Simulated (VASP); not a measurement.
Consider the following.

```
FePt
1.0
    2.69696     0.00000     0.00000
    0.00000     2.69696     0.00000
    0.00000     0.00000     3.70680
Fe Pt
1 1
Direct
  0.00000   0.00000   0.00000
  0.50000   0.50000   0.50000
```
Starting moments (μB, in the order of the record's atoms Fe Pt): 3.2 0.3.

Level of theory: SCAN meta-GGA, VASP's PBE PAW potentials (set 64) (plane waves; VASP 6.6.1). Settings: 520 eV cut-off, 15×15×11 Γ-centred mesh, tetrahedra with Blöchl corrections, potentials Fe Pt.

Unless said otherwise, spin-orbit coupling is left out, though it shifts the bands of the heavy elements here.

Task: What does the run give for the cell moment, energy per atom (σ→0), band gap (over mesh and band path) with the smallest direct gap where there is one?

Result: 
| Property | Result |
|---|---|
| band gap (over mesh and band path) | none (metal, semimetal or under 0.01 eV) |
| cell moment | 3.49 μB |
| energy per atom (σ→0) | -44.644 eV/atom |

Task: Give the moment on each site (PAW-sphere projection).

Result: 
| site | moment (μB) |
|---|---|
| Fe1 | 3.22 |
| Pt2 | 0.30 |

The absolute energy has meaning only against runs of the same code, potentials and settings.

The compound is FePt in the L1_0 structure. It was relaxed first.
